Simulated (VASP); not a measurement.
# As2CN with TPSS + D4: from relaxation to properties

What structure does As2CN take at this level, and what are its properties? The steps: rough relaxation of the start cell, relaxing cell and atoms (TPSS + D4), density, ELF and potential (TPSS + D4), bands along the symmetry lines (TPSS + D4), density of states (TPSS + D4), optical spectrum (TPSS + D4), volume scan with TPSS + D4 and fit for TPSS + D4. The cell is invented: it takes the structure of a Materials Project entry for GeAs3 (space group 160 there), with some of its atoms replaced by other elements, volume scaled by an estimate. It may not be a known or stable phase. Left out of this account: 1 further run (core levels: core levels are not valid at this level). The atoms of the start are displaced at random from the sites of a R3m cell.

Method: TPSS with D4; plane waves and PAW (As, N, C); invented cell, in VASP 6.6.1.

This is a report of a sequence of runs, with most program output left out.

**1. The starting structure**

Before any relaxation, the start is as follows. It takes space group P1 (No. 1, triclinic). Conventional cell: a = 3.442 Å, b = 3.442 Å, c = 6.970 Å, α = 75.71°, β = 75.71°, γ = 60.00°. Nearest to As lie 3 N at 2.32 to 2.35 Å. Nearest to As lie 3 C at 2.27 to 2.28 Å. Nearest to N lie 3 As at 2.32 to 2.35 Å. C has 3 As at 2.27 to 2.28 Å nearest. It derives from GeAs3. it takes the structure of a Materials Project entry for GeAs3 (space group 160 there), with some of its atoms replaced by other elements, volume scaled by an estimate. Farther neighbours and most contacts between anions are not listed.

Coordinates:

```cif
data_structure
_symmetry_space_group_name_H-M 'P 1'
_symmetry_Int_Tables_number 1
_cell_length_a 6.9704
_cell_length_b 6.9704
_cell_length_c 6.9704
_cell_angle_alpha 28.590
_cell_angle_beta 28.590
_cell_angle_gamma 28.590
_cell_volume 68.56
loop_
_atom_site_label
_atom_site_type_symbol
_atom_site_fract_x
_atom_site_fract_y
_atom_site_fract_z
_atom_site_occupancy
As1 As 0.88284 0.89049 0.88615 1
As2 As 0.10830 0.10549 0.11807 1
N3 N 0.61481 0.60976 0.61954 1
C4 C 0.38404 0.38145 0.39976 1
```

**2. Rough relaxation of the start cell**

The start is only an estimate, so a cheap relaxation brings it near a minimum before any careful run. TPSS is an older meta-GGA. A dispersion term adds the long-range attraction that semilocal functionals lack. D4 lets the coefficients depend on atomic charges too.

File INCAR:

```
SYSTEM = As2CN
PREC = Normal
ENCUT = 520
EDIFF = 1E-05
NELM = 60
ISMEAR = -1
SIGMA = 0.05
LREAL = .FALSE.
ALGO = Normal
METAGGA = TPSS
IVDW = 13
LASPH = .TRUE.
NBANDS = 15
LORBIT = 11
LWAVE = .FALSE.
LCHARG = .FALSE.
KPAR = 2
IBRION = 2
NSW = 40
ISIF = 3
EDIFFG = -0.04
```

File POSCAR:

```
As2CN
1.0
    1.7210960000      0.9936750000      6.6811270000
   -1.7210960000      0.9936750000      6.6811270000
    0.0000000000     -1.9873510000      6.6811270000
As N C
2 1 1
Direct
    0.8828410000      0.8904870000      0.8861520000
    0.1082960000      0.1054860000      0.1180720000
    0.6148050000      0.6097640000      0.6195440000
    0.3840430000      0.3814490000      0.3997620000
```

File KPOINTS:

```
Automatic mesh
0
Gamma
6 6 6
0 0 0
```

The projector-augmented-wave data sets are As, N and C (PBE family, release 64).

On the command line:

```
> mpirun -np 2 vasp_std
```

Run time: 17 min. Hardware: 2 MPI ranks of Intel Xeon 6975P-C (Granite Rapids), shared host; peak memory 0.67 GiB.

The run was stopped at its time limit, by a STOPCAR file.

By then 12 ionic steps had been finished.

The next step goes on from the cell that it reached.

**3. Relaxing cell and atoms (TPSS + D4)**

Properties are meant for the cell that this level of theory prefers, so cell and atoms are relaxed first (ISIF = 3) until forces and stress are small; EDIFFG sets the threshold.

File INCAR:

```
SYSTEM = As2CN
PREC = Accurate
ENCUT = 520
EDIFF = 1E-06
NELM = 100
ISMEAR = -1
SIGMA = 0.05
LREAL = .FALSE.
ALGO = Normal
METAGGA = TPSS
IVDW = 13
LASPH = .TRUE.
NBANDS = 15
LORBIT = 11
LWAVE = .FALSE.
LCHARG = .FALSE.
KPAR = 2
IBRION = 2
NSW = 60
ISIF = 3
EDIFFG = -0.01
```

File POSCAR:

```
As2CN
1.0
    2.6583159300     -1.5350245600      0.0000000000
    2.6583159300      1.5350245600      0.0000000000
   -1.7887613500      0.0000000000      6.3705060400
As N C
2 1 1
Direct
    0.8949789510      0.8949789510      0.6899683920
    0.0950878720      0.0950878720      0.2970604270
    0.6079972110      0.6079972110      0.8278894510
    0.3908697390      0.3908697390      0.1857827300
```

File KPOINTS:

```
Automatic mesh
0
Gamma
7 7 3
0 0 0
```

The cell reached was symmetrised within 0.01 Å before this step, which raises the operations from 1 to 2, which the run then keeps.

On the command line:

```
> mpirun -np 2 vasp_std
```

Elapsed: 4.3 min, on 2 MPI ranks; peak memory 0.38 GiB; 8.7 min of CPU time.

This run has no spin polarisation. Its electron count is odd, so without a moment it is a metal by construction. The k-mesh is coarse for a metal. The PAW data sets were made with PBE, which is usual practice but a small mismatch for other functionals. The run keeps the 2 symmetry operations of its start, so it cannot find a distortion of lower symmetry.

Step by step:

```
step  energy less that of the first step (eV)  largest force (eV/Å)  pressure (GPa)  volume (Å³)
   1                                   0.0000                0.0706            0.40        51.99
   2                                  -0.0010                0.0629           -0.12        52.24
   3                                  -0.0011                0.0870           -0.38        52.36
   4                                  -0.0017                0.0617           -0.25        52.39
   5                                  -0.0019                0.0451           -0.14        52.41
   6                                  -0.0018                0.0708            0.09        52.45
   7                                  -0.0020                0.0537           -0.06        52.42
   8                                  -0.0021                0.0354           -0.02        52.41
   9                                  -0.0021                0.0265            0.02        52.40
  10                                  -0.0021                0.0443            0.08        52.38
  11                                  -0.0021                0.0271            0.04        52.39
  12                                  -0.0022                0.0200           -0.03        52.40
  13                                  -0.0022                0.0245           -0.04        52.40
  14                                  -0.0023                0.0210           -0.05        52.39
  15                                  -0.0023                0.0129           -0.06        52.35
  16                                  -0.0024                0.0067            0.04        52.30
```

```
     cell as run  before   after  change
           a (Å)   3.070   3.067  -0.1 %
           b (Å)   3.070   3.067  -0.1 %
           c (Å)   6.617   6.660  +0.7 %
           α (°)  103.54  103.44  -0.1 %
           β (°)  103.54  103.44  -0.1 %
           γ (°)   60.01   60.05  +0.1 %
volume (Å³/atom)   13.00   13.07  +0.6 %
```

The atoms that moved most (Å, as changes of fractional coordinates times the final cell):

```
atom      dx     dy      dz  length
  C4   0.003  0.000  -0.015   0.016
 As1  -0.002  0.000   0.015   0.015
  N3  -0.002  0.000   0.014   0.014
 As2   0.001  0.000  -0.013   0.013
```

Final coordinates:

```
As N C
1.0
     2.65575   -1.53469   -0.00008
     2.65575    1.53469   -0.00008
    -1.78718    0.00000    6.41580
As N C
2 1 1
Cartesian
  3.5184 0.0000 4.4418
  -0.0245 0.0000 1.8925
  1.7478 0.0000 5.3250
  1.7468 0.0000 1.1765
```

Numbers from this step:

| Property | Result |
| --- | --- |
| electrons | 19 |
| bands | 15 |
| irreducible k-points | 44 |
| symmetry operations | 2 |
| free energy (TOTEN) | -44.25 eV |
| energy at zero smearing | -44.25 eV |
| Fermi energy | 6.434 eV |
| pressure | 0.04052 GPa |
| metallic | yes |
| SCF cycles over all ionic steps | 85 |

It ends with a largest force of 0.007 eV/Å and a pressure of 0.04 GPa.

**4. Density, ELF and potential (TPSS + D4)**

A single point on the relaxed cell gives a clean self-consistent state, with density, ELF and potential written out.

Changes to INCAR since step 3:

```diff
@@ -15,7 +15,5 @@
 LWAVE = .FALSE.
-LCHARG = .FALSE.
-KPAR = 2
-IBRION = 2
-NSW = 60
-ISIF = 3
-EDIFFG = -0.01
+LCHARG = .TRUE.
+ISIF = 2
+LELF = .TRUE.
+LVHAR = .TRUE.
```

File POSCAR:

```
As2CN
1.0
    2.6557458257     -1.5346914088     -0.0000752317
    2.6557458257      1.5346914088     -0.0000752317
   -1.7871769725      0.0000000000      6.4157966608
As N C
2 1 1
Direct
    0.8953610109      0.8953610109      0.6923405410
    0.0946478117      0.0946478117      0.2949754252
    0.6083398086      0.6083398086      0.8299976391
    0.3905851417      0.3905851417      0.1833873947
```

KPOINTS is that of step 3.

On the command line:

```
> mpirun -np 2 vasp_std
```

It took 34 s on 2 MPI ranks; peak memory 0.32 GiB; 67 s of CPU time.

This step gave:

```yaml
scf_cycles: 15
bands: 16
pressure: 0.04665 GPa
```

Valence electrons inside each PAW sphere by angular momentum. Sphere charges, by row:

```
atom  s (e)  p (e)  d (e)  tot (e)
 As1  1.279   1.28  0.129    2.688
 As2  1.195  1.547  0.151    2.893
  N3  1.311  2.337      0    3.648
  C4  0.919  1.471      0     2.39
```

ELF in the ac plane at fractional y = 0.095, with atoms of As within 0.2 Å of it. It is the smooth field of the valence electrons, not physical close to the nuclei.

Values, 24 rows by 16 columns, each cell a mean:
```
0.03 0.03 0.03 0.04 0.05 0.06 0.07 0.07 0.06 0.06 0.05 0.04 0.03 0.03 0.04 0.04
0.08 0.06 0.05 0.05 0.06 0.07 0.08 0.08 0.08 0.07 0.06 0.06 0.07 0.09 0.10 0.10
0.22 0.16 0.11 0.10 0.10 0.11 0.13 0.12 0.11 0.10 0.11 0.14 0.20 0.26 0.29 0.27
0.39 0.28 0.20 0.15 0.13 0.13 0.14 0.14 0.14 0.16 0.22 0.31 0.41 0.49 0.51 0.47
0.52 0.40 0.28 0.19 0.14 0.13 0.13 0.14 0.19 0.27 0.39 0.50 0.60 0.65 0.66 0.61
0.60 0.49 0.35 0.22 0.14 0.11 0.12 0.18 0.29 0.43 0.56 0.64 0.69 0.71 0.70 0.66
0.64 0.54 0.38 0.22 0.13 0.10 0.13 0.24 0.41 0.56 0.66 0.70 0.71 0.72 0.71 0.69
0.70 0.57 0.37 0.20 0.11 0.11 0.17 0.34 0.55 0.70 0.76 0.78 0.78 0.78 0.78 0.76
0.70 0.53 0.31 0.16 0.11 0.12 0.21 0.41 0.63 0.77 0.83 0.85 0.86 0.85 0.84 0.80
0.57 0.38 0.23 0.16 0.14 0.16 0.23 0.39 0.61 0.76 0.84 0.87 0.87 0.86 0.82 0.73
0.35 0.28 0.27 0.28 0.28 0.25 0.25 0.30 0.44 0.60 0.71 0.76 0.76 0.71 0.61 0.47
0.34 0.43 0.53 0.59 0.57 0.47 0.36 0.28 0.28 0.33 0.41 0.46 0.45 0.39 0.32 0.30
0.68 0.80 0.86 0.87 0.85 0.78 0.64 0.43 0.26 0.17 0.15 0.15 0.16 0.21 0.32 0.49
0.86 0.90 0.92 0.92 0.91 0.87 0.77 0.58 0.34 0.17 0.11 0.11 0.17 0.33 0.56 0.75
0.86 0.87 0.87 0.87 0.87 0.85 0.79 0.64 0.41 0.21 0.15 0.18 0.32 0.54 0.73 0.83
0.74 0.70 0.69 0.72 0.76 0.78 0.74 0.63 0.44 0.28 0.24 0.32 0.48 0.66 0.75 0.77
0.56 0.47 0.47 0.56 0.68 0.74 0.72 0.64 0.50 0.39 0.39 0.48 0.61 0.71 0.73 0.68
0.50 0.42 0.46 0.59 0.71 0.76 0.75 0.68 0.59 0.53 0.56 0.64 0.72 0.76 0.74 0.64
0.57 0.54 0.59 0.69 0.76 0.78 0.77 0.72 0.65 0.63 0.67 0.73 0.77 0.78 0.74 0.66
0.56 0.57 0.62 0.68 0.73 0.76 0.76 0.73 0.69 0.69 0.73 0.75 0.75 0.73 0.67 0.61
0.42 0.44 0.50 0.57 0.65 0.71 0.73 0.73 0.72 0.73 0.73 0.72 0.67 0.59 0.51 0.45
0.22 0.24 0.31 0.41 0.52 0.61 0.67 0.70 0.70 0.69 0.66 0.59 0.48 0.36 0.27 0.23
0.07 0.09 0.13 0.21 0.31 0.40 0.47 0.50 0.49 0.46 0.40 0.30 0.20 0.13 0.09 0.07
0.03 0.04 0.05 0.08 0.12 0.16 0.19 0.20 0.19 0.17 0.13 0.09 0.06 0.04 0.03 0.03
```
Columns run along a (3.1 Å), rows up along c (6.7 Å). Atoms in or near the plane, at fractional coordinates: As at (0.09, 0.29).

Valence density in the ac plane at fractional y = 0.095, with atoms of As within 0.2 Å of it. It is the smooth field of the valence electrons, not physical close to the nuclei.

Ten even steps from '0' (-0.18 e/Å³) to '9' (0.66 e/Å³), each cell a mean:
```
2222233333222222
3333333333333333
4333333333333444
5443333333445665
6544333344567777
7654333445788888
7654333456787778
7643333457888888
6543333457888887
5433333456778776
4433333445555554
4444444444444444
5666655443333344
7899876543333456
9888987644334568
6435788654445788
3003798765567897
3225899877789997
6678999999999998
7777889999988877
5555677888776555
3334456666554433
2333344444433332
2222333333332222
```
Columns run along a (3.1 Å), rows up along c (6.7 Å). Atoms in or near the plane, at fractional coordinates: As at (0.09, 0.29).

Electrostatic potential energy in the ac plane at fractional y = 0.095, with atoms of As within 0.2 Å of it. With pseudopotentials it is smooth inside the atoms' cores, unlike the true potential.

Values in eV, 24 rows by 16 columns, each cell a mean:
```
  3   3   4   4   4   4   4   4   4   4   4   4   4   3   3   3
  2   2   3   3   4   4   4   4   4   4   4   3   2   2   2   2
 -1   0   1   2   3   3   3   3   3   2   2   1  -1  -2  -2  -2
 -6  -4  -1   0   1   2   2   2   1   0  -2  -4  -6  -8  -9  -8
-15  -8  -4  -1   0   1   1   0  -1  -3  -7 -13 -22 -27 -28 -23
-28 -14  -6  -3  -1   0   0  -1  -4  -8 -20 -35 -43 -45 -44 -39
-30 -15  -6  -3  -1   0  -1  -3  -6 -15 -33 -45 -46 -46 -46 -42
-22 -10  -4  -2   0   0  -1  -4  -7 -18 -35 -44 -46 -45 -43 -35
-10  -4  -2   0   1   0  -1  -3  -6 -12 -25 -34 -38 -36 -30 -20
 -3  -1   0   1   1   1   0  -1  -3  -5 -10 -15 -17 -15 -11  -6
  0   1   1   2   2   2   1   1   0  -2  -2  -3  -3  -3  -2  -1
  1   1   1   1   1   1   1   1   1   1   0   0   0   1   1   1
 -2  -3  -4  -5  -4  -3  -1   0   1   1   2   2   2   1   0  -1
-11 -18 -23 -23 -18 -11  -5  -3   0   1   1   1   1   0  -2  -5
-37 -43 -43 -44 -42 -31 -14  -5  -2   0   1   0  -1  -4 -11 -25
-43 -33 -29 -37 -46 -42 -23  -7  -3  -1   0  -1  -4 -10 -29 -44
-32 -13 -12 -30 -46 -43 -21  -7  -3  -2  -1  -3  -6 -20 -41 -46
-37 -27 -31 -42 -45 -31 -12  -6  -4  -3  -3  -5  -8 -23 -43 -46
-46 -45 -46 -42 -30 -14  -7  -5  -5  -5  -5  -5  -7 -16 -34 -45
-28 -28 -23 -15  -8  -5  -4  -5  -6  -6  -5  -4  -4  -7 -14 -23
 -7  -7  -5  -3  -2  -1  -2  -3  -4  -3  -2  -1  -1  -2  -4  -6
  0   0   1   1   2   2   1   0   0   0   1   2   2   1   1   0
  3   3   3   3   4   4   3   3   3   3   4   4   4   3   3   3
  4   4   4   4   4   4   4   4   4   4   4   4   4   4   4   3
```
Columns run along a (3.1 Å; values clipped at the 3rd and 97th percentile), rows up along c (6.7 Å). Atoms in or near the plane, at fractional coordinates: As at (0.09, 0.29).

In this run the pressure is 0.05 GPa, small enough to go on.

**5. Bands along the symmetry lines (TPSS + D4)**

Levels along the symmetry lines show where the bands peak and cross; KPOINTS_OPT computes them in the converged potential.

Changes to INCAR since step 4:

```diff
@@ -12,8 +12,6 @@
 LASPH = .TRUE.
-NBANDS = 15
+NBANDS = 23
 LORBIT = 11
 LWAVE = .FALSE.
-LCHARG = .TRUE.
-ISIF = 2
-LELF = .TRUE.
-LVHAR = .TRUE.
+LCHARG = .FALSE.
+KPAR = 2
```

POSCAR is that of step 4.

KPOINTS is that of step 4.

File KPOINTS_OPT:

```
Line mode
16
Line-mode
Reciprocal
  0.00000000   0.00000000   0.00000000 GAMMA
 -0.50000000  -0.50000000   0.00000000 Y

 -0.50000000  -0.50000000   0.00000000 Y
 -0.51885388  -0.51885388   0.17618109 F

 -0.51885388  -0.51885388   0.17618109 F
 -0.50000000  -0.50000000   0.50000000 L

 -0.50000000  -0.50000000   0.50000000 L
 -0.67929040  -0.32070960   0.50000000 I

 -0.32070960   0.32070960   0.50000000 I1
  0.00000000   0.00000000   0.50000000 Z

  0.00000000   0.00000000   0.50000000 Z
 -0.48114612  -0.48114612   0.82381891 F1

 -0.50000000  -0.50000000   0.00000000 Y
 -0.66003542  -0.33996458   0.00000000 X1

 -0.33996458   0.33996458   0.00000000 X
  0.00000000   0.00000000   0.00000000 GAMMA

  0.00000000   0.00000000   0.00000000 GAMMA
 -0.50000000   0.00000000   0.00000000 N

 -0.50000000   0.00000000   0.50000000 M
  0.00000000   0.00000000   0.00000000 GAMMA
```

On the command line:

```
> mpirun -np 2 vasp_std
```

The job ended after 93 s (2 MPI ranks; peak memory 0.42 GiB).

Spin-orbit coupling is off here; it would split degenerate levels.

Numbers from this step:

* bands: 23
* pressure: 0.04873 GPa

The electronic bands at the labelled points (eV, zero at the Fermi level; # counts the bands kept):

```
          point     #3     #4     #5     #6     #7    #8    #9   #10
              Γ  -3.17  -2.28  -1.99  -1.98   1.03  2.63  4.13  4.14
0.47 of the way  -4.12  -3.79  -3.22  -1.12   0.32  2.50  3.67  4.51
              Y  -5.05  -4.20  -3.75  -3.07   0.35  0.88  1.85  3.51
0.47 of the way  -5.04  -4.21  -3.76  -3.11   0.25  0.98  1.90  3.57
              F  -5.02  -4.23  -3.85  -3.15   0.00  1.23  2.03  3.79
0.47 of the way  -4.97  -4.30  -4.20  -2.66  -0.70  1.64  2.31  4.26
              L  -4.94  -4.42  -4.35  -2.07  -1.34  1.83  2.49  4.56
0.47 of the way  -6.32  -4.72  -4.02  -1.80  -0.80  2.64  3.72  3.79
              I  -7.66  -3.83  -3.11  -2.47  -1.79  2.95  3.51  4.32
     jump to I1  -7.66  -3.83  -3.11  -2.47  -1.79  2.95  3.51  4.32
0.47 of the way  -5.32  -4.99  -4.66  -0.84   0.62  3.09  3.66  4.60
              Z  -3.18  -1.99  -1.98  -0.64   0.67  2.57  4.29  4.30
0.47 of the way  -5.45  -4.08  -3.14  -0.53   1.10  2.14  3.64  4.34
             F1  -5.02  -4.23  -3.85  -3.15   0.00  1.23  2.03  3.79
      jump to Y  -5.05  -4.20  -3.75  -3.07   0.35  0.88  1.85  3.51
0.47 of the way  -5.79  -4.42  -3.51  -2.78  -0.50  1.78  3.28  4.52
             X1  -7.67  -3.85  -3.13  -2.47  -1.69  2.82  3.60  4.29
      jump to X  -7.67  -3.85  -3.13  -2.47  -1.69  2.82  3.60  4.29
0.53 of the way  -5.05  -4.44  -3.06  -1.50   0.94  3.04  3.46  3.96
              Γ  -3.17  -2.28  -1.99  -1.98   1.03  2.63  4.13  4.14
0.47 of the way  -4.08  -3.55  -3.25  -1.61   0.77  2.53  3.28  4.63
              N  -4.93  -4.42  -4.33  -2.08  -1.33  1.82  2.50  4.57
      jump to M  -5.04  -4.19  -3.77  -3.04   0.35  0.89  1.87  3.52
0.47 of the way  -4.30  -3.76  -3.43  -1.02  -0.10  2.33  3.36  4.49
              Γ  -3.17  -2.28  -1.99  -1.98   1.03  2.63  4.13  4.14
```

Of the projections kept (As, N, C), the largest for each band there; the rest of the weight can lie on other orbitals:

```
point       #3       #4       #5       #6       #7       #8       #9      #10
    Γ   N 0.78   N 0.68   C 0.60   C 0.60  As 0.55  As 0.46  As 0.89  As 0.89
    Y   N 0.55  As 0.48  As 0.62   C 0.36   C 0.35  As 0.71  As 0.63  As 0.64
    F   N 0.57  As 0.48  As 0.67   N 0.35  As 0.39  As 0.62  As 0.63  As 0.59
    L   N 0.64  As 0.66  As 0.51   N 0.44  As 0.42  As 0.52  As 0.71  As 0.49
    I  As 0.59   N 0.74  As 0.67  As 0.71   C 0.72  As 0.50  As 0.42   N 0.40
   I1  As 0.59   N 0.74  As 0.67  As 0.71   C 0.72  As 0.50  As 0.42   N 0.40
```

There is no gap at this level.

**6. Density of states (TPSS + D4)**

A density of states needs more k-points than a total energy; ISMEAR = -5 takes tetrahedra, and LORBIT projects the states on the PAW spheres. The mesh is finer than in the run before.

Changes to INCAR since step 5:

```diff
@@ -5,3 +5,3 @@
 NELM = 100
-ISMEAR = -1
+ISMEAR = -5
 SIGMA = 0.05
@@ -17 +17,2 @@
 KPAR = 2
+NEDOS = 2001
```

POSCAR is that of step 5.

File KPOINTS:

```
Automatic mesh
0
Gamma
11 11 5
0 0 0
```

On the command line:

```
> mpirun -np 2 vasp_std
```

Wall time 2.4 min (2 MPI ranks); peak memory 0.59 GiB.

With tetrahedra the forces and stress of a metal are not exact derivatives of the energy.

Numbers from this step:

```
SCF cycles             : 14
irreducible k-points   : 168
free energy (TOTEN)    : -44.27 eV
Fermi energy           : 6.453 eV
pressure               : -4.67e-4 GPa
DOS at the Fermi level : 0.8814 states/eV/cell
```

The density of states has structure finer than the step of the table below, so its rows give means over 1 eV, whole bins alone (the curve runs from -12.0 to 7.98 eV). Peaks (eV: height): total -5.0: 3.25, 2.7: 4.17, 4.4: 6.48, 4.9: 4.28; As p -5.0: 0.713, 2.7: 0.877, 4.4: 2.01, 4.9: 1.28; N p -5.0: 0.831, -3.4: 0.536, 4.4: 0.685, 4.9: 0.573; C p -3.7: 0.318, 2.7: 0.363, 4.4: 0.332, 7.7: 0.379; As s -11.8: 1.01, -11.0: 0.641, -9.8: 0.477, 2.7: 0.294.

States under -12.0 eV and over 8.0 eV are left out. Density of states against energy, zero at the Fermi level; means over each step; values in states/eV/cell:

```
energy (eV)  total    As p      N p     C p    As s     As d
        -11   1.11  0.0844   0.0698  0.0486   0.405  0.00898
        -10   1.10  0.0951   0.0487  0.0374   0.312   0.0114
         -9  0.408  0.0501  0.00790  0.0281  0.0959  0.00556
         -8  0.348  0.0598   0.0295  0.0262  0.0530  0.00569
         -7   1.34   0.295    0.190  0.0922  0.0779   0.0156
         -6   1.57   0.340    0.253   0.109  0.0791   0.0206
         -5   2.10   0.457    0.447   0.204  0.0472   0.0391
         -4   2.06   0.452    0.402   0.255  0.0409   0.0432
         -3   1.54   0.328    0.248   0.218  0.0426   0.0328
         -2   1.22   0.222    0.236   0.144  0.0562   0.0248
         -1   1.11   0.150    0.230   0.155  0.0526   0.0255
          0  0.887   0.119    0.134   0.155  0.0497   0.0305
          1  0.690  0.0973   0.0866   0.116  0.0576   0.0285
          2   1.04   0.197    0.127  0.0809  0.0687   0.0609
          3   1.96   0.368    0.250   0.159   0.121    0.118
          4   2.81   0.608    0.399   0.203   0.149    0.164
          5   1.78   0.494    0.217   0.123  0.0514    0.114
          6  0.907   0.274   0.0775  0.0911  0.0280   0.0543
          7   1.26   0.373   0.0540   0.158  0.0234   0.0864
```

The finer mesh and the other smearing move the Fermi level by +0.02 eV from the 7×7×3 run, a small shift, which tests the Fermi level alone. Of the states within 0.3 eV of the Fermi level, the largest shares in the PAW spheres are C p 18 %, N p 14 % and As p 14 %. The rest lies in smaller channels or between the spheres.

(Part 1 of 2 ends here.)

[Lines on the potential files, build, host, timing and source positions are cut from VASP's logs without a mark.]

[Logs are printed without paths, hosts, clocks, repeated set-up lines and the standing remarks that a program may print on its own settings, such as how far it seeks lower states.]

[Hosts, paths, dates, database ids (printed as entryN), source tags and the programs' standing remarks are cut or masked in the printed files.]

[A measured line is paired with the nearest computed mode of its activity, which favours agreement.]
